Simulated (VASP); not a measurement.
Level of theory: r2SCAN meta-GGA, VASP's PBE PAW potentials (set 64) (plane waves; VASP).

The input files of a VASP run:

**KPOINTS**
```
Regular mesh
0
gamma
5 5 5
```

### INCAR
```
SYSTEM = KCaF3
PREC = Accurate; ENCUT = 520; LREAL = .False.
LASPH = .True.
EDIFF = 1E-6; NELM = 100; ALGO = Normal
LMIXTAU = .True.
ISMEAR = 0; SIGMA = 0.05
METAGGA = R2SCAN
IBRION = 2; NSW = 60; ISIF = 3
EDIFFG = -0.02
LWAVE = .False.; LCHARG = .False.
```

### POSCAR
```
KCaF3
1
    4.4241250917    -0.0000000000    -0.0000000000
    0.0000000000     4.4241250917     0.0000000000
    0.0000000000     0.0000000000     4.4241250917
K Ca F
1 1 3
Direct
  0.5000000000   0.5000000000   0.5000000000
  0.0000000000   0.0000000000   0.0000000000
  0.0000000000   0.5000000000   0.0000000000
  0.5000000000   0.0000000000   0.0000000000
  0.0000000000   0.0000000000   0.5000000000
```

POTCAR, in this order: K_sv Ca_sv F (PBE.64 set). Program: vasp_std.

The run wrote:

OSZICAR:
```
       N       E                     dE             d eps       ncg     rms          rms(c)
DAV:   1     0.380886269728E+03    0.38089E+03   -0.22433E+04   480   0.167E+03
DAV:   2    -0.291524968807E+02   -0.41004E+03   -0.40462E+03   616   0.455E+02
DAV:   3    -0.527788185697E+02   -0.23626E+02   -0.23571E+02   640   0.117E+02
DAV:   4    -0.547972833209E+02   -0.20185E+01   -0.20173E+01   896   0.192E+01
DAV:   5    -0.548065251518E+02   -0.92418E-02   -0.92417E-02   640   0.171E+00    0.904E+00
DAV:   6    -0.438297276209E+02    0.10977E+02   -0.72776E+00   656   0.206E+01    0.323E+00
DAV:   7    -0.398984024225E+02    0.39313E+01   -0.11921E+00   800   0.110E+01    0.199E+00
DAV:   8    -0.470156786069E+02   -0.71173E+01   -0.18923E+00   672   0.121E+01    0.140E+00
DAV:   9    -0.412580857252E+02    0.57576E+01   -0.68833E-01   512   0.799E+00    0.377E-01
DAV:  10    -0.416839550275E+02   -0.42587E+00   -0.40985E-01   608   0.716E+00    0.265E-01
DAV:  11    -0.406815234729E+02    0.10024E+01   -0.17424E-01   480   0.454E+00    0.272E-01
DAV:  12    -0.407268722194E+02   -0.45349E-01   -0.25422E-02   560   0.187E+00    0.153E-01
DAV:  13    -0.407306905131E+02   -0.38183E-02   -0.21418E-02   624   0.151E+00    0.169E-01
DAV:  14    -0.407395106080E+02   -0.88201E-02   -0.24850E-03   640   0.500E-01    0.961E-02
DAV:  15    -0.407405336517E+02   -0.10230E-02   -0.12122E-03   584   0.318E-01    0.303E-02
DAV:  16    -0.407429984503E+02   -0.24648E-02   -0.10846E-03   544   0.335E-01    0.330E-02
DAV:  17    -0.407432965036E+02   -0.29805E-03   -0.71298E-05   704   0.903E-02    0.231E-02
DAV:  18    -0.407433264681E+02   -0.29965E-04   -0.56300E-05   648   0.709E-02    0.595E-03
DAV:  19    -0.407434129673E+02   -0.86499E-04   -0.66632E-05   536   0.872E-02    0.843E-03
DAV:  20    -0.407434236225E+02   -0.10655E-04   -0.31632E-06   568   0.169E-02    0.642E-03
DAV:  21    -0.407434247530E+02   -0.11305E-05   -0.18280E-06   472   0.110E-02    0.302E-03
DAV:  22    -0.407434267785E+02   -0.20256E-05   -0.16045E-06   456   0.108E-02    0.596E-04
DAV:  23    -0.407434269938E+02   -0.21522E-06   -0.24734E-07   440   0.535E-03
   1 F= -.40743427E+02 E0= -.40743427E+02  d E =-.407434E+02
```

OUTCAR:
```
------------------------ aborting loop because EDIFF is reached ----------------------------------------
  FORCE on cell =-STRESS in cart. coord.  units (eV):
  Direction    XX          YY          ZZ          XY          YZ          ZX
  --------------------------------------------------------------------------------------
  Total        0.0475236      0.0475236      0.0475236      0.0000000     -0.0000000      0.0000000
  in kB        0.8793011      0.8793011      0.8793011      0.0000000     -0.0000000      0.0000000
  external PRESSURE =       0.8793011 kB  Pullay stress =       0.0000000 kB
  volume of cell :       86.59
      direct lattice vectors                 reciprocal lattice vectors
     4.424125092  0.000000000  0.000000000     0.226033392  0.000000000  0.000000000
     0.000000000  4.424125092  0.000000000     0.000000000  0.226033392  0.000000000
     0.000000000  0.000000000  4.424125092     0.000000000  0.000000000  0.226033392
 POSITION                                       TOTAL-FORCE (eV/Angst)
 -----------------------------------------------------------------------------------
      2.21206      2.21206      2.21206         0.000000      0.000000      0.000000
      0.00000      0.00000      0.00000         0.000000      0.000000      0.000000
      0.00000      2.21206      0.00000         0.000000      0.000000      0.000000
      2.21206      0.00000      0.00000         0.000000      0.000000      0.000000
      0.00000      0.00000      2.21206         0.000000      0.000000      0.000000
 -----------------------------------------------------------------------------------
    total drift:                                0.000000      0.000000     -0.000000
  FREE ENERGIE OF THE ION-ELECTRON SYSTEM (eV)
  ---------------------------------------------------
  free  energy   TOTEN  =       -40.7434269938 eV

  energy  without entropy=      -40.7434269938  energy(sigma->0) =      -40.74342699

 reached required accuracy - stopping structural energy minimisation
```
(Selected blocks of OUTCAR.)

The structure comes from a computed database's KCaF3 entry (Pm-3m); how it stands against other phases isn't given here. It was relaxed first. The start is the result of an earlier pass.
